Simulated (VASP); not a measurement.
A convergence study with VASP on MoS₂ (space group no. 194 when undisturbed): a few settings are varied, all else stays as given below, so the limit is that of these other settings. One atom is moved off its site, so that forces are finite.

```yaml
crystal:
  lattice:
    - [1.57210, -2.72296, 0.00000]
    - [1.57210, 2.72296, 0.00000]
    - [0.00000, 0.00000, 12.23850]
  atoms:
    - { symbol: Mo, position: [0.33333, 0.66667, 0.25409] }
    - { symbol: Mo, position: [0.66667, 0.33333, 0.75000] }
    - { symbol: S, position: [0.33333, 0.66667, 0.87900] }
    - { symbol: S, position: [0.66667, 0.33333, 0.37900] }
    - { symbol: S, position: [0.66667, 0.33333, 0.12100] }
    - { symbol: S, position: [0.33333, 0.66667, 0.62100] }
```

Computed with PBE GGA, VASP's PBE PAW potentials (set 64) (plane waves; VASP). The last row used: 300 eV cut-off, 9×9×2 Γ-centred mesh, Fermi-Dirac smearing of 0.010 eV, potentials Mo_sv S.

Gaps are read on the run's mesh, which can miss a band edge.

| setting | E (eV/atom) | pressure (GPa) | largest force (eV/Å) | gap on the mesh (eV) | irreducible k-points |
|---|---|---|---|---|---|
| EDIFF = 1E-01 | ? | ? | ? | ? | 24 |
| EDIFF = 1E-02 | -7.2506 | 2.27 | 1.493 | 0.910 | 24 |
| EDIFF = 1E-03 | -7.2507 | 2.59 | 1.495 | 0.910 | 24 |
| EDIFF = 1E-04 | -7.2507 | ? | 1.489 | ? | 24 |
| EDIFF = 1E-05 | -7.2507 | 2.78 | 1.489 | 0.912 | 24 |
| EDIFF = 1E-06 | -7.2507 | 2.78 | 1.488 | 0.912 | 24 |
| EDIFF = 1E-07 | -7.2507 | 2.78 | 1.489 | 0.912 | 24 |
| EDIFF = 1E-08 | -7.2507 | 2.78 | 1.489 | 0.912 | 24 |
| EDIFF = 1E-10 | -7.2507 | 2.78 | 1.489 | 0.912 | 24 |
| EDIFF = 1E-12 | -7.2507 | 2.78 | 1.489 | 0.912 | 24 |

Complete the blanks.

- EDIFF = 1E-04, pressure (GPa): 2.66
- EDIFF = 1E-04, gap on the mesh (eV): 0.911
- EDIFF = 1E-01, E (eV/atom): -7.2518
- EDIFF = 1E-01, pressure (GPa): 7.37
- EDIFF = 1E-01, largest force (eV/Å): 1.470
- EDIFF = 1E-01, gap on the mesh (eV): 0.917

Left out are rungs that failed or repeat a setting and relaxations that didn't move; long series are thinned to 24 rows.

The structure is a typed MoS2 crystal (space group no. 194). The cell was not relaxed at this level, it is distorted from the ideal structure.
